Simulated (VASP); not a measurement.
Given:

```xyz
2
Lattice="0.0000 3.3526 3.3526 3.3526 0.0000 3.3526 3.3526 3.3526 0.0000" Properties=species:S:1:pos:R:3 pbc="T T T"
K      0.0000     0.0000     0.0000
Br     3.3526     3.3526     3.3526
```

The numbers are results of PW91 GGA, VASP's PBE PAW potentials (set 64) (plane waves; VASP), not measurements. Numerical set-up: 520 eV cut-off, Gaussian smearing of 0.050 eV, potentials K_sv Br.

Q: Give the energies of bands 6 to 11 at the high-symmetry points, in eV from the valence-band maximum.

A: 
```json
[
 {"band": "6", "Γ": "0.00", "X": "-0.76", "U": "-0.65", "L": "-1.08", "W": "-0.55"},
 {"band": "7", "Γ": "0.00", "X": "-0.27", "U": "-0.59", "L": "-0.30", "W": "-0.55"},
 {"band": "8", "Γ": "0.00", "X": "-0.27", "U": "-0.30", "L": "-0.30", "W": "-0.49"},
 {"band": "9", "Γ": "4.34", "X": "5.93", "U": "6.60", "L": "6.51", "W": "7.35"},
 {"band": "10", "Γ": "7.59", "X": "7.04", "U": "7.96", "L": "8.07", "W": "7.35"},
 {"band": "11", "Γ": "7.59", "X": "9.27", "U": "8.34", "L": "9.64", "W": "8.08"}
]
```

The gap is direct, 4.34 eV, from the valence maximum at Γ to the conduction minimum at Γ.

Measured: gap 7.40 eV (computed value off by -3.06 eV), as given by Aguado et al., (1998), arXiv:cond-mat/9809176.

The compound is KBr in the rock salt structure. It was relaxed first.
